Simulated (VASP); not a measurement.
# HPbNO4 (Pmmn) in VASP: equation of state, part 2 of 2

VASP 6.6.1. Earlier steps stand in the parts before.

## (3) Equation of state, PBE, 13.69 Å³/atom (volume scaled by 0.96)

Input file INCAR:

```
SYSTEM = HPbNO4
  PREC = Accurate
  ENCUT = 520
  EDIFF = 1E-7
  ISMEAR = -1
  SIGMA = 0.05
  LREAL = .FALSE.
  LASPH = .TRUE.
  NELM = 80
  ALGO = Normal
  ISIF = 2
  LWAVE = .FALSE.
  LCHARG = .FALSE.
  GGA = PE
  NBANDS = 57
  KPAR = 4
```

Input file KPOINTS:

```
regular mesh
0
G
  6 5 4
  0 0 0
```

Input file POSCAR:

```
HPbNO4
1.0
    4.8579741386      0.0000000000      0.0000000000
    0.0000000000      5.5215528890      0.0000000000
    0.0000000000      0.0000000000      7.1455732696
H Pb N O
2 2 2 8
Direct
    0.0000000000      0.5000000000      0.1931700000
    0.5000000000      0.0000000000      0.8068300000
    0.5000000000      0.5000000000      0.9525700000
    0.0000000000      0.0000000000      0.0474300000
    0.0000000000      0.0000000000      0.6365400000
    0.5000000000      0.5000000000      0.3634600000
    0.0000000000      0.5000000000      0.0586000000
    0.5000000000      0.0000000000      0.9414000000
    0.0000000000      0.1956900000      0.7299500000
    0.0000000000      0.8043100000      0.7299500000
    0.0000000000      0.0000000000      0.4675000000
    0.5000000000      0.6956900000      0.2700500000
    0.5000000000      0.3043100000      0.2700500000
    0.5000000000      0.5000000000      0.5325000000
```

Potentials or basis: VASP PAW PBE potentials, release 64 (H, Pb_d, N, O).

The run is started by

```sh
> cat potpaw_PBE.64/H/POTCAR potpaw_PBE.64/Pb_d/POTCAR potpaw_PBE.64/N/POTCAR potpaw_PBE.64/O/POTCAR > POTCAR
> mpirun -np 4 vasp_std > vasp.out
```

OUTCAR:

```text
SYSTEM = HPbNO4
   PREC = Accurate
   ENCUT = 520
   EDIFF = 1E-7
   ISMEAR = -1
   LREAL = .FALSE.
   LASPH = .TRUE.
   NELM = 80
   ISIF = 2
   GGA = PE

 Found     36 irreducible k-points:

 Following reciprocal coordinates:
            Coordinates               Weight
  0.000000  0.000000  0.000000      1.000000
  0.166667  0.000000  0.000000      2.000000
  0.333333  0.000000  0.000000      2.000000
  0.500000  0.000000  0.000000      1.000000
  0.000000  0.200000  0.000000      2.000000
  0.166667  0.200000  0.000000      4.000000
   k-points           NKPTS =     36   k-points in BZ     NKDIM =     36   number of bands    NBANDS=     57
   number of dos      NEDOS =    301   number of ions     NIONS =     14
   total plane-waves  NPLWV =  81648
   dimension x,y,z NGX =    36 NGY =   42 NGZ =   54
   dimension x,y,z NGXF=    72 NGYF=   84 NGZF=  108
   ions per type =               2   2   2   8
   NGX,Y,Z   is equivalent  to a cutoff of  12.32, 12.65, 12.56 a.u.
   NGXF,Y,Z  is equivalent  to a cutoff of  24.64, 25.29, 25.13 a.u.
 SYSTEM =  HPbNO4
   PREC   = accura    normal or accurate (medium, high low for compatibility)
   ISTART =      0    job   : 0-new  1-cont  2-samecut
   ICHARG =      2    charge: 1-file 2-atom 10-const
   ISPIN  =      1    spin polarized calculation?
   LNONCOLLINEAR =      F non collinear calculations
   LSORBIT =      F    spin-orbit coupling
   LASPH  =      T    aspherical Exc in radial PAW
   ENCUT  =  520.0 eV  38.22 Ry    6.18 a.u.   9.03 10.27 13.29*2*pi/ulx,y,z
   NELM   =     80;   NELMIN=  2; NELMDL= -5     # of ELM steps
   EDIFF  = 0.1E-06   stopping-criterion for ELM
   LREAL  =      F    real-space projection
   EDIFFG = 0.1E-05   stopping-criterion for IOM
   NSW    =      0    number of steps for IOM
   IBRION =     -1    ionic relax: 0-MD 1-quasi-New 2-CG
   NFREE  =      0    steps in history (QN), initial steepest desc. (CG)
   ISIF   =      2    stress and relaxation
   ISYM   =      2    0-nonsym 1-usesym 2-fastsym
[... 23 lines left out ...]
 non-spin polarized calculation
  energy-cutoff  :      520.00
  volume of cell :      191.67
 maximum number of plane-waves:      5202
   NGX = 19   NGY = 21   NGZ = 27

 number of electron      87.9999976 magnetization

 Free energy of the ion-electron system (eV)
  ---------------------------------------------------
  ext. energy  EPLUGINS =         0.00000000
  ---------------------------------------------------
  free energy    TOTEN  =       -80.14538575 eV

  energy without entropy =      -80.14538575  energy(sigma->0) =      -80.14538575

 E-fermi :   2.2199     XC(G=0):  -8.9298

 val. band max:        1.0103852802   @ k =   0.0000   0.0000   0.0000
 cond. band min:       3.9794764439   @ k =   0.5000   0.4000   0.0000
 fundamental gap:      2.9690911637
 Fermi energy:         2.2198530009

 k-point     1 :       0.0000    0.0000    0.0000
  band No.  band energies     occupation
      1     -25.0493      2.00000
      2     -25.0159      2.00000
      3     -19.7631      2.00000
      4     -19.7444      2.00000
      5     -18.9535      2.00000
      6     -18.9377      2.00000
[... 343 lines left out ...]
     55      10.1935      0.00000
     56      10.8072      0.00000

 [... further k-points ...]

 [bands above 56 left out]

------------------------ aborting loop because EDIFF is reached ----------------------------------------

  FORCE on cell =-STRESS in cart. coord.  units (eV):
  Direction    XX          YY          ZZ          XY          YZ          ZX
  --------------------------------------------------------------------------------------
  -------------------------------------------------------------------------------------
  Total        1.5807626      6.3680164     10.1624915      0.0000000      0.0000000      0.0000000
  in kB       13.2136780     53.2305858     84.9488033      0.0000000      0.0000000      0.0000000
  external PRESSURE =      50.4643557 kB  Pullay stress =       0.0000000 kB

 VOLUME and BASIS-vectors are now :
 -----------------------------------------------------------------------------
  energy-cutoff  :      520.00
  volume of cell :      191.67
      direct lattice vectors                 reciprocal lattice vectors
     4.857974139  0.000000000  0.000000000     0.205847123  0.000000000  0.000000000
     0.000000000  5.521552889  0.000000000     0.000000000  0.181108471  0.000000000
     0.000000000  0.000000000  7.145573270     0.000000000  0.000000000  0.139946784

 POSITION                                       TOTAL-FORCE (eV/Angst)
 -----------------------------------------------------------------------------------
      0.00000      2.76078      1.38031        -0.000000      0.000000      0.780321
      2.42899      0.00000      5.76526        -0.000000      0.000000     -0.780321
      2.42899      2.76078      6.80666        -0.000000      0.000000     -0.342771
      0.00000      0.00000      0.33891        -0.000000      0.000000      0.342771
      0.00000      0.00000      4.54844        -0.000000      0.000000      0.462552
      2.42899      2.76078      2.59713        -0.000000      0.000000     -0.462552
      0.00000      2.76078      0.41873        -0.000000      0.000000     -0.643482
      2.42899      0.00000      6.72684        -0.000000      0.000000      0.643482
      0.00000      1.08051      5.21591        -0.000000      1.208684      0.613395
      0.00000      4.44104      5.21591        -0.000000     -1.208684      0.613395
      0.00000      0.00000      3.34056        -0.000000      0.000000     -1.984402
      2.42899      3.84129      1.92966         0.000000      1.208684     -0.613395
      2.42899      1.68026      1.92966        -0.000000     -1.208684     -0.613395
      2.42899      2.76078      3.80502        -0.000000      0.000000      1.984402
 -----------------------------------------------------------------------------------
    total drift:                                0.000000      0.000000      0.000000

  FREE ENERGIE OF THE ION-ELECTRON SYSTEM (eV)
  ---------------------------------------------------
  free  energy   TOTEN  =       -80.1453857515 eV

  energy  without entropy=      -80.1453857515  energy(sigma->0) =      -80.14538575
```

stdout:

```text
POSCAR found type information on POSCAR H PbN O
 POSCAR found :  4 types and      14 ions
 scaLAPACK will be used
 LDA part: xc-table for (Slater+PW92), standard interpolation
 POSCAR, INCAR and KPOINTS ok, starting setup
 FFT: planning ... GRIDC
 FFT: planning ... GRID_SOFT
 FFT: planning ... GRID
 WAVECAR not read
 entering main loop
```

Run time: 72 s. Hardware: 4 MPI ranks of AMD EPYC 9R45 (Zen 5), shared host; peak memory 0.47 GiB.

Results:

- Free energy: -80.1454 eV
- Pressure: 5.0 GPa
- Largest force: 1.984 eV/Å
- Band gap on the k mesh: 2.97 eV, indirect (least direct gap 3.01 eV)

Caveat: the standard files for N, O and F lose accuracy on very short bonds; spin-orbit coupling is left out, which as a rule narrows the gap of such compounds by several tenths of an eV; an odd mesh through Γ misses points on the zone boundary, where band edges often lie; forces of over 1 eV/Å show positions far from the minimum, so gaps and moduli don't describe the material at rest.

## (4) Equation of state, PBE, 13.98 Å³/atom (volume scaled by 0.98)

INCAR is that of step 3.

KPOINTS is that of step 3.

POSCAR: that of step 3 with these lines changed.

```diff
@@ -2,5 +2,5 @@
 1.0
-    4.8579741386      0.0000000000      0.0000000000
-    0.0000000000      5.5215528890      0.0000000000
-    0.0000000000      0.0000000000      7.1455732696
+    4.8914784672      0.0000000000      0.0000000000
+    0.0000000000      5.5596337674      0.0000000000
+    0.0000000000      0.0000000000      7.1948546426
 H Pb N O
```

The run is started by

```sh
> cat potpaw_PBE.64/H/POTCAR potpaw_PBE.64/Pb_d/POTCAR potpaw_PBE.64/N/POTCAR potpaw_PBE.64/O/POTCAR > POTCAR
> mpirun -np 4 vasp_std > vasp.out
```

Wall time 73 s (4 MPI ranks of AMD EPYC 9R45 (Zen 5), shared host); peak memory 0.46 GiB.

The run converged. Its results:

```
Free energy            : -80.2490 eV
Pressure               : 2.7 GPa
Largest force          : 1.249 eV/Å
Band gap on the k mesh : 2.91 eV, indirect (least direct gap 2.99 eV)
```

Caveat: the standard files for N, O and F lose accuracy on very short bonds; spin-orbit coupling is left out, which as a rule narrows the gap of such compounds by several tenths of an eV; an odd mesh through Γ misses points on the zone boundary, where band edges often lie; forces of over 1 eV/Å show positions far from the minimum, so gaps and moduli don't describe the material at rest.

## (5) Equation of state, PBE, 14.55 Å³/atom (volume scaled by 1.02)

INCAR is that of step 4.

KPOINTS is that of step 4.

POSCAR: that of step 4 with these lines changed.

```diff
@@ -2,5 +2,5 @@
 1.0
-    4.8914784672      0.0000000000      0.0000000000
-    0.0000000000      5.5596337674      0.0000000000
-    0.0000000000      0.0000000000      7.1948546426
+    4.9571437319      0.0000000000      0.0000000000
+    0.0000000000      5.6342686299      0.0000000000
+    0.0000000000      0.0000000000      7.2914413980
 H Pb N O
```

The run is started by

```sh
> cat potpaw_PBE.64/H/POTCAR potpaw_PBE.64/Pb_d/POTCAR potpaw_PBE.64/N/POTCAR potpaw_PBE.64/O/POTCAR > POTCAR
> mpirun -np 4 vasp_std > vasp.out
```

Wall time 81 s (4 MPI ranks of AMD EPYC 9R45 (Zen 5), shared host); peak memory 0.5 GiB.

The run converged. Its results:

```
Free energy            : -80.2975 eV
Pressure               : -1.2 GPa
Largest force          : 0.172 eV/Å
Band gap on the k mesh : 2.80 eV, indirect (least direct gap 2.94 eV)
```

Caveat: the standard files for N, O and F lose accuracy on very short bonds; spin-orbit coupling is left out, which as a rule narrows the gap of such compounds by several tenths of an eV; an odd mesh through Γ misses points on the zone boundary, where band edges often lie.

## (6) Equation of state, PBE, 14.83 Å³/atom (volume scaled by 1.04)

INCAR is that of step 5.

KPOINTS is that of step 5.

POSCAR: that of step 5 with these lines changed.

```diff
@@ -2,5 +2,5 @@
 1.0
-    4.9571437319      0.0000000000      0.0000000000
-    0.0000000000      5.6342686299      0.0000000000
-    0.0000000000      0.0000000000      7.2914413980
+    4.9893338789      0.0000000000      0.0000000000
+    0.0000000000      5.6708558151      0.0000000000
+    0.0000000000      0.0000000000      7.3387897468
 H Pb N O
```

Potentials or basis: VASP PAW PBE potentials, release 64 (H, Pb_d, N, O).

The run is started by

```sh
> cat potpaw_PBE.64/H/POTCAR potpaw_PBE.64/Pb_d/POTCAR potpaw_PBE.64/N/POTCAR potpaw_PBE.64/O/POTCAR > POTCAR
> mpirun -np 4 vasp_std > vasp.out
```

Run time: 83 s. Hardware: 4 MPI ranks of AMD EPYC 9R45 (Zen 5), shared host; peak memory 0.5 GiB.

It converged, with:

- Free energy: -80.2529 eV
- Pressure: -2.9 GPa
- Largest force: 0.644 eV/Å
- Band gap on the k mesh: 2.74 eV, indirect (least direct gap 2.91 eV)

Caveat: the standard files for N, O and F lose accuracy on very short bonds; spin-orbit coupling is left out, which as a rule narrows the gap of such compounds by several tenths of an eV; an odd mesh through Γ misses points on the zone boundary, where band edges often lie.

## (7) Equation of state, PBE, 15.12 Å³/atom (volume scaled by 1.06)

INCAR is that of step 6.

KPOINTS is that of step 6.

POSCAR: that of step 6 with these lines changed.

```diff
@@ -2,5 +2,5 @@
 1.0
-    4.9893338789      0.0000000000      0.0000000000
-    0.0000000000      5.6708558151      0.0000000000
-    0.0000000000      0.0000000000      7.3387897468
+    5.0211139324      0.0000000000      0.0000000000
+    0.0000000000      5.7069768897      0.0000000000
+    0.0000000000      0.0000000000      7.3855348908
 H Pb N O
```

The run is started by

```sh
> cat potpaw_PBE.64/H/POTCAR potpaw_PBE.64/Pb_d/POTCAR potpaw_PBE.64/N/POTCAR potpaw_PBE.64/O/POTCAR > POTCAR
> mpirun -np 4 vasp_std > vasp.out
```

Wall time 84 s (4 MPI ranks of AMD EPYC 9R45 (Zen 5), shared host); peak memory 0.51 GiB.

It converged, with:

| Quantity | Value |
| --- | --- |
| Free energy | -80.1684 eV |
| Pressure | -4.4 GPa |
| Largest force | 1.185 eV/Å |
| Band gap on the k mesh | 2.69 eV, indirect (least direct gap 2.88 eV) |

Caveat: the standard files for N, O and F lose accuracy on very short bonds; spin-orbit coupling is left out, which as a rule narrows the gap of such compounds by several tenths of an eV; an odd mesh through Γ misses points on the zone boundary, where band edges often lie; forces of over 1 eV/Å show positions far from the minimum, so gaps and moduli don't describe the material at rest.

## (8) Equation of state, PBE

Potentials or basis: VASP PAW PBE potentials, release 64 (H, Pb_d, N, O).

No new run: the results of the series are fitted here.

Results:

```
Equilibrium volume                        : 14.40 Å³/atom
Bulk modulus at fixed shape and positions : 95 GPa
Pressure derivative of the bulk modulus   : 4.4
```

Energy against volume, from the lowest point:
```tsv
volume (Å³/atom)	energy (meV/atom)
13.405	22.62
13.691	10.88
13.976	3.48
14.261	0.00
14.546	0.01
14.832	3.20
15.117	9.23
```

Caveat: the standard files for N, O and F lose accuracy on very short bonds; the cell was scaled at fixed shape and fractional positions, which overstates the stiffness of a crystal with free parameters, most of all of layers and chains. The run has no spin-orbit coupling, so splittings on Pb are missing.
